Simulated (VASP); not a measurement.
Data:

```
BN
1.0
    0.00000     1.80381     1.80381
    1.80381     0.00000     1.80381
    1.80381     1.80381     0.00000
B N
1 1
Cartesian
  0.00000   0.00000   0.00000
  0.90191   0.90191   0.90191
```

Method: PBE GGA with D4 dispersion, VASP's PBE PAW potentials (set 64) (plane waves; VASP 6.6.1). Settings: 520 eV cut-off, 14×14×14 Γ-centred mesh, tetrahedra with Blöchl corrections, potentials B N.

**Question.** Predict the energy per atom (σ→0), band gap (on the k-mesh) with the smallest direct gap where there is one.

**Answer.** 
| Property | Value |
|---|---|
| band gap (on the k-mesh) | 4.47 eV |
| smallest direct gap (on the k-mesh) | 8.85 eV |
| energy per atom (σ→0) | -8.963 eV/atom |

Total energies compare only between runs with the same potentials, cut-off and functional.

The compound is BN in the zinc blende structure. It was relaxed first.
